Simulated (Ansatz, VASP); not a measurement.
**Hf2RuO4 in VASP and in Ansatz**

```
CELL_PARAMETERS angstrom
0.00000 3.54142 0.00000
3.54142 0.00000 0.00000
1.77071 1.77071 -5.81027
ATOMIC_POSITIONS crystal
Hf 0.35380 0.35380 0.29240
Hf 0.64620 0.64620 0.70760
Ru 0.00000 0.00000 0.00000
O 0.50000 0.00000 0.00000
O 0.00000 0.50000 0.00000
O 0.16300 0.16300 0.67400
O 0.83700 0.83700 0.32600
```

The cell was built by a generator and needn't be a form met in nature.

Alike in both runs: task single point; functional r2SCAN; k mesh 5 × 5 × 5; occupations tetrahedron; collinear spin.

```csv
,VASP,Ansatz
version,VASP 6.6.1,Ansatz 0.2.0
potentials or method,"VASP PAW PBE potentials, release 64 (Hf_pv, Ru_pv, O)",PAW plane waves
plane-wave cutoff (eV),520,500
valence electrons in the cell,58,92
```

|  | VASP | Ansatz | Ansatz less VASP |
| --- | --- | --- | --- |
| gap on the k mesh at the Fermi level (eV) | none | none | - |
| rms of the force components (eV/Å) | 1.237 | 1.181 | -0.0560 |
| net moment per atom (μB) | 0.00 | 0.03 | +0.034 |
| size of the moment on the site where the two differ most (μB) | 0.00 | 0.03 | +0.033 |

Site moments also hang on the region over which each program counts them. Atom by atom the forces differ by 0.061 eV/Å (rms over components). A gap of «none» marks a metal or a gap that the smearing closes. The two sets of potentials don't hold the same shells in valence. Ansatz warned: «band_table_not_solved_further».

Caveats: the k mesh is coarse (spacing up to 0.37 Å⁻¹), so the values aren't converged; the PAW data sets were made with another functional, which shifts forces and pressure a little (VASP); tetrahedron occupations give inexact forces and stress in metals. Spin-orbit coupling is left out, which matters for the levels of Hf.
